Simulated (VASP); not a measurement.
# MgC18 in VASP: further runs

Runs on MgC18. Level: PBE+D3(BJ). Tasks: single point.

Everything below comes from runs of VASP 6.6.1. Logs are shortened: lines on timing, memory, paths and dates and some standing lists are left out, and cuts for length are marked.

## 1. The structure

The cell holds a slab with vacuum, 19 atoms: a = 7.398 Å, b = 7.398 Å, c = 11.000 Å, α = 90.00°, β = 90.00°, γ = 120.00°.

The cell was built by a generator and needn't be a form met in nature.

## 2. Single point, PBE+D3(BJ)

INCAR reads:

```
SYSTEM = MgC18
PREC = Accurate ; ENCUT = 520
EDIFF = 1E-6 ; ISMEAR = -1
SIGMA = 0.05 ; LREAL = Auto
LASPH = .True. ; NELM = 100
ALGO = Normal ; ISIF = 2
LWAVE = .False. ; LCHARG = .False.
GGA = PE ; IVDW = 12
NBANDS = 52
```

KPOINTS reads:

```
regular mesh
0
Gamma
  2 2 1
  0 0 0
```

POSCAR reads:

```
MgC18
1.0
    7.3980000000      0.0000000000      0.0000000000
   -3.6990000000      6.4068560000      0.0000000000
    0.0000000000      0.0000000000     11.0000000000
C Mg
18 1
Direct
    0.0015147816      0.0004385927      0.0841125455
    0.2241645453      0.1118178714      0.0837080909
    0.0015716597      0.3344239359      0.0847616364
    0.2242097673      0.4457744953      0.0845690909
    0.0022192674      0.6677296946      0.0846941818
    0.2235734563      0.7783610245      0.0840519091
    0.3349552911      0.0010306147      0.0837080909
    0.5576642828      0.1124294038      0.0840399091
    0.3355686103      0.3345146200      0.0841051818
    0.5569321056      0.4451607778      0.0847130909
    0.3349569073      0.6670911598      0.0845469091
    0.5575650788      0.7784256428      0.0847680000
    0.6689245344      0.0010729131      0.0845355455
    0.8902375115      0.1118164666      0.0845720909
    0.6683083523      0.3337964830      0.0846615455
    0.8909022183      0.4450939743      0.0849631818
    0.6682391022      0.6677604429      0.0850202727
    0.8908729921      0.7790793175      0.0847409091
    0.2944402690      1.0619851609      0.3833642727
```

Potentials or basis: VASP PAW PBE potentials, release 64 (C, Mg).

On the command line:

```
$ cat potpaw_PBE.64/C/POTCAR potpaw_PBE.64/Mg/POTCAR > POTCAR
$ mpirun -np 1 vasp_std > vasp.out
```

OUTCAR:

```text
SYSTEM = MgC18
   PREC = Accurate
   ENCUT = 520
   EDIFF = 1E-6
   ISMEAR = -1
   LREAL = Auto
   LASPH = .True.
   NELM = 100
   ISIF = 2
   GGA = PE
   IVDW = 12
 IVDW          = 12

 ion  position               nearest neighbor table
   1  0.002  0.000  0.084-  18 1.42   2 1.43  14 1.43
   2  0.224  0.112  0.084-   7 1.42   1 1.43   9 1.43
   3  0.002  0.334  0.085-  16 1.42  14 1.43   4 1.43
   4  0.224  0.446  0.085-  11 1.42   9 1.43   3 1.43
   5  0.002  0.668  0.085-   6 1.42  16 1.43  18 1.43
   6  0.224  0.778  0.084-   5 1.42  11 1.43   7 1.43
[... 10 lines left out ...]
  17  0.668  0.668  0.085-  12 1.42  10 1.43  18 1.43
  18  0.891  0.779  0.085-   1 1.42  17 1.43   5 1.43
  19  0.294  0.062  0.383-

  LATTYP: Found a hexagonal cell.
 ALAT       =     7.3980000000
 C/A-ratio  =     1.4868883482

  Lattice vectors:

 A1 = (   7.3980000000,   0.0000000000,   0.0000000000)
 A2 = (  -3.6990000000,   6.4068560000,   0.0000000000)
 A3 = (   0.0000000000,   0.0000000000,  11.0000000000)

Analysis of symmetry for initial positions (statically):
=====================================================================
 Subroutine PRICEL returns:
 Original cell was already a primitive cell.

 Routine SETGRP: Setting up the symmetry group for a
 hexagonal supercell.

 Subroutine GETGRP returns: Found  1 space group operations
 (whereof  1 operations were pure point group operations)
 out of a pool of 24 trial point group operations.

The static configuration has the point symmetry C_1 .

Analysis of symmetry for dynamics (positions and initial velocities):
=====================================================================
 Subroutine PRICEL returns:
 Original cell was already a primitive cell.

 Routine SETGRP: Setting up the symmetry group for a
 hexagonal supercell.

 Subroutine GETGRP returns: Found  1 space group operations
 (whereof  1 operations were pure point group operations)
 out of a pool of 24 trial point group operations.

The dynamic configuration has the point symmetry C_1 .

 Subroutine INISYM returns: Found  1 space group operations
 (whereof  1 operations are pure point group operations),
 and found     1 'primitive' translations

----------------------------------------------------------------------------------------

                                     Primitive cell

  volume of cell :     521.3771

  direct lattice vectors                    reciprocal lattice vectors
     7.398000000  0.000000000  0.000000000     0.135171668  0.078041398  0.000000000
    -3.699000000  6.406856000  0.000000000     0.000000000  0.156082796  0.000000000
     0.000000000  0.000000000 11.000000000     0.000000000  0.000000000  0.090909091

  length of vectors
     7.398000000  7.398000054 11.000000000     0.156082797  0.156082796  0.090909091

  position of ions in fractional coordinates (direct lattice)
     0.001514782  0.000438593  0.084112545
     0.224164545  0.111817871  0.083708091
     0.001571660  0.334423936  0.084761636
     0.224209767  0.445774495  0.084569091
     0.002219267  0.667729695  0.084694182
     0.223573456  0.778361025  0.084051909
[... 11 lines left out ...]
     0.890872992  0.779079317  0.084740909
     0.294440269  0.061985161  0.383364273

  ion indices of the primitive-cell ions
   primitive index   ion index
                 1           1
                 2           2
                 3           3
                 4           4
                 5           5
                 6           6
[... 11 lines left out ...]
                18          18
                19          19

----------------------------------------------------------------------------------------

 KPOINTS: regular mesh

Automatic generation of k-mesh.
 Grid dimensions read from file:
 generate k-points for:    2    2    1

 Generating k-lattice:

  Cartesian coordinates                     Fractional coordinates (reciprocal lattice)
     0.067585834  0.039020699  0.000000000     0.500000000 -0.000000000  0.000000000
     0.000000000  0.078041398  0.000000000     0.000000000  0.500000000  0.000000000
     0.000000000  0.000000000  0.090909091     0.000000000  0.000000000  1.000000000

  Length of vectors
     0.078041399  0.078041398  0.090909091

  Shift w.r.t. Gamma in fractional coordinates (k-lattice)
     0.000000000  0.000000000  0.000000000

 Subroutine IBZKPT returns following result:
 ===========================================

 Found      4 irreducible k-points:

 Following reciprocal coordinates:
            Coordinates               Weight
  0.000000  0.000000  0.000000      1.000000
  0.500000 -0.000000  0.000000      1.000000
  0.000000  0.500000  0.000000      1.000000
  0.500000  0.500000  0.000000      1.000000
   k-points           NKPTS =      4   k-points in BZ     NKDIM =      4   number of bands    NBANDS=     52
   number of dos      NEDOS =    301   number of ions     NIONS =     19
   total plane-waves  NPLWV = 263424
   dimension x,y,z NGX =    56 NGY =   56 NGZ =   84
   dimension x,y,z NGXF=   112 NGYF=  112 NGZF=  168
   ions per type =              18   1
   NGX,Y,Z   is equivalent  to a cutoff of  12.58, 12.58, 12.70 a.u.
   NGXF,Y,Z  is equivalent  to a cutoff of  25.17, 25.17, 25.39 a.u.
 SYSTEM =  MgC18
   PREC   = accura    normal or accurate (medium, high low for compatibility)
   ISTART =      0    job   : 0-new  1-cont  2-samecut
   ICHARG =      2    charge: 1-file 2-atom 10-const
   ISPIN  =      1    spin polarized calculation?
   LNONCOLLINEAR =      F non collinear calculations
   LSORBIT =      F    spin-orbit coupling
   LASPH  =      T    aspherical Exc in radial PAW
   ENCUT  =  520.0 eV  38.22 Ry    6.18 a.u.  13.76 13.76 20.45*2*pi/ulx,y,z
   NELM   =    100;   NELMIN=  2; NELMDL= -5     # of ELM steps
   EDIFF  = 0.1E-05   stopping-criterion for ELM
   LREAL  =      T    real-space projection
   EDIFFG = 0.1E-04   stopping-criterion for IOM
   NSW    =      0    number of steps for IOM
   IBRION =     -1    ionic relax: 0-MD 1-quasi-New 2-CG
   NFREE  =      0    steps in history (QN), initial steepest desc. (CG)
   ISIF   =      2    stress and relaxation
   ISYM   =      2    0-nonsym 1-usesym 2-fastsym
   POTIM  = 0.5000    time-step for ionic-motion
   TEBEG  =    0.0;   TEEND  =   0.0 temperature during run
   PSTRESS=    0.0 pullay stress
   NELECT =      74.0000    total number of electrons
   NUPDOWN=      -1.0000    fix difference up-down
   EMIN   =  10.00;   EMAX   =-10.00  energy-range for DOS
   EFERMI =   0.00;   METHOD = LEGACY
   ISMEAR =    -1;   SIGMA  =   0.05  broadening in eV -4-tet -1-fermi 0-gaus
   EFERMI_NEDOS =   21; number of points for ismear=-14 and -15
   IALGO  =     38    algorithm
   IMIX   =      4    mixing-type and parameters
     AMIX     =   0.40;   BMIX     =  1.00
     AMIX_MAG =   1.60;   BMIX_MAG =  1.00
  volume/ion in A,a.u.               =      27.44       185.18
  Fermi-wavevector in a.u.,A,eV,Ry     =   0.853955  1.613740  9.921890  0.729238
  Thomas-Fermi vector in A             =   1.970477
   LORBIT       =      0    0 simple, 1 ext, 2 COOP (PROOUT), +10 PAW based schemes
   GGA     = PE    functional components
   LHFCALC =     F    Hartree Fock is set to
   AEXX    =    0.0000 exact exchange contribution
   IVDW    =    12    specifies the selected vdW correction
   LEPSILON=     F    determine dielectric tensor
   LRPA    =     F    only Hartree local field effects (RPA)
 non-spin polarized calculation
  energy-cutoff  :      520.00
  volume of cell :      521.38
 maximum number of plane-waves:     14099
 NGX is ok and might be reduce to    56
   NGX = 27   NGY = 27   NGZ = 41

 number of electron      73.9999999 magnetization

 Free energy of the ion-electron system (eV)
  ---------------------------------------------------
  ext. energy  EPLUGINS =         0.00000000
  ---------------------------------------------------
  free energy    TOTEN  =      -165.61602921 eV

  energy without entropy =     -165.54427707  energy(sigma->0) =     -165.58015314

 E-fermi :  -1.2827     XC(G=0):  -4.7807

 val. band max:       -1.3163519056   @ k =   0.0000   0.0000   0.0000
 cond. band min:      -1.2621230672   @ k =   0.0000   0.0000   0.0000
 fundamental gap:      0.0542288384
 Fermi energy:        -1.2827229911

 k-point     1 :       0.0000    0.0000    0.0000
  band No.  band energies     occupation
      1     -20.8008      2.00000
      2     -18.2429      2.00000
      3     -18.2329      2.00000
      4     -18.2257      2.00000
      5     -18.2206      2.00000
      6     -18.1898      2.00000
[... 41 lines left out ...]
     48       3.6401      0.00000
     49       3.6493      0.00000

 k-point     2 :       0.5000   -0.0000    0.0000
  band No.  band energies     occupation
      1     -20.1535      2.00000
      2     -20.1392      2.00000
      3     -18.8679      2.00000
      4     -18.8394      2.00000
      5     -16.3846      2.00000
      6     -16.3788      2.00000
[... 41 lines left out ...]
     48       3.7828      0.00000
     49       4.1526      0.00000

 k-point     3 :       0.0000    0.5000    0.0000
  band No.  band energies     occupation
      1     -20.1536      2.00000
      2     -20.1392      2.00000
      3     -18.8679      2.00000
      4     -18.8393      2.00000
      5     -16.3846      2.00000
      6     -16.3788      2.00000
[... 41 lines left out ...]
     48       3.7829      0.00000
     49       4.1526      0.00000

 k-point     4 :       0.5000    0.5000    0.0000
  band No.  band energies     occupation
      1     -20.1533      2.00000
      2     -20.1394      2.00000
      3     -18.8671      2.00000
      4     -18.8403      2.00000
      5     -16.3836      2.00000
      6     -16.3781      2.00000
[... 41 lines left out ...]
     48       3.7827      0.00000
     49       4.1546      0.00000
 [bands above 49 left out]

------------------------ aborting loop because EDIFF is reached ----------------------------------------

 Edisp (eV)   -1.89827

 E8    (eV) :    -0.6005

  FORCE on cell =-STRESS in cart. coord.  units (eV):
  Direction    XX          YY          ZZ          XY          YZ          ZX
  --------------------------------------------------------------------------------------
  -------------------------------------------------------------------------------------
  Total       1.20545     0.98112    -0.28269    -0.18094     0.00140     0.00350
  in kB       3.70431     3.01494    -0.86869    -0.55601     0.00430     0.01074
  external pressure =        1.95 kB  Pullay stress =        0.00 kB

 VOLUME and BASIS-vectors are now :
 -----------------------------------------------------------------------------
  energy-cutoff  :      520.00
  volume of cell :      521.38
      direct lattice vectors                 reciprocal lattice vectors
     7.398000000  0.000000000  0.000000000     0.135171668  0.078041398  0.000000000
    -3.699000000  6.406856000  0.000000000     0.000000000  0.156082796  0.000000000
     0.000000000  0.000000000 11.000000000     0.000000000  0.000000000  0.090909091

 POSITION                                       TOTAL-FORCE (eV/Angst)
 -----------------------------------------------------------------------------------
      0.00958      0.00281      0.92524         0.000085     -0.008579     -0.004458
      1.24475      0.71640      0.92079        -0.026983      0.021405     -0.009093
     -1.22541      2.14261      0.93238         0.016754     -0.005579      0.002940
      0.00978      2.85601      0.93026        -0.008865      0.007580     -0.000159
     -2.45351      4.27805      0.93164         0.010845     -0.009027      0.002795
     -1.22516      4.98685      0.92457        -0.002615      0.004393      0.005275
[... 11 lines left out ...]
      3.70886      4.99145      0.93215        -0.011871      0.006028      0.001946
      1.94899      0.39713      4.21701        -0.000160      0.002185      0.016333
 -----------------------------------------------------------------------------------
    total drift:                                0.013822     -0.009368      0.030906

  FREE ENERGIE OF THE ION-ELECTRON SYSTEM (eV)
  ---------------------------------------------------
  free  energy   TOTEN  =      -167.5143032186 eV

  energy  without entropy=     -167.4425510821  energy(sigma->0) =     -167.47842715
```

Wall time 2.3 min (1 thread of Intel Xeon Platinum 8488C (Sapphire Rapids), shared host); peak memory 0.55 GiB.

Results:

```yaml
Free_energy: -167.5143 eV
Largest_force: 0.043 eV/Å
Band_gap_on_the_k_mesh: 0.05 eV, direct
Dispersion_energy_per_atom: -0.100 eV
```

Forces in eV/Å, atoms in the order of the input:
```
C    0.000 -0.009 -0.004
C   -0.027  0.021 -0.009
C    0.017 -0.006  0.003
C   -0.009  0.008  0.000
C    0.011 -0.009  0.003
C   -0.003  0.004  0.005
C    0.034 -0.023 -0.012
C   -0.008  0.008 -0.001
C    0.011 -0.002 -0.002
C   -0.009  0.004 -0.002
C    0.009 -0.002 -0.005
C   -0.014  0.010  0.003
C    0.003 -0.024 -0.001
C   -0.007  0.010  0.002
C    0.002 -0.005 -0.002
C   -0.009  0.012  0.000
C    0.012 -0.006  0.004
C   -0.012  0.006  0.002
Mg   0.000  0.002  0.016
```

Levels at points of the mesh, in eV from the valence-band top:
| k point | band 35 | band 36 | band 37 | band 38 | band 39 | band 40 |
| --- | --- | --- | --- | --- | --- | --- |
| (0.00, 0.00, 0.00) | -0.28 | 0.00 | 0.00 | 0.05 | 0.07 | 3.32 |
| (0.50, 0.00, 0.00) | -2.61 | -2.33 | -0.16 | 1.68 | 2.51 | 2.51 |
| (0.00, 0.50, 0.00) | -2.61 | -2.33 | -0.16 | 1.68 | 2.51 | 2.51 |
| (0.50, 0.50, 0.00) | -2.62 | -2.33 | -0.17 | 1.69 | 2.48 | 2.52 |

Caveat: the k mesh is coarse (spacing up to 0.49 Å⁻¹), so the values aren't converged.

(Part 1 of 2 ends here.)
